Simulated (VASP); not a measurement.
Data:

```
CELL_PARAMETERS angstrom
      5.50958     0.00000     0.00000
      0.00000     5.50958     0.00000
      0.00000     0.00000     5.50958
ATOMIC_POSITIONS crystal
  Sc 0.00000 0.00000 0.00000
  I  0.50000 0.00000 0.00000
  I  0.00000 0.00000 0.50000
  I  0.00000 0.50000 0.00000
```

All values below come from PBE GGA, VASP's PBE PAW potentials (set 64) (plane waves; VASP). Run with PREC = Low, 400 eV cut-off, 4×4×4 Γ-centred mesh, Gaussian smearing of 0.050 eV, potentials Sc_sv I.

Q: Give the stress tensor in GPa (positive for a compressed cell).

A: 
```
4.78  0.00  0.00
0.00  4.78  0.00
0.00  0.00  4.78
```
The pressure is its mean diagonal, 4.78 GPa.

The structure was generated: ScI3 was put into the ReO3 type (Pm-3m), which need not be its known phase. The cell was not relaxed at this level. The run is one of a series of settings (PREC = Low against the base run), some of them coarse on purpose.
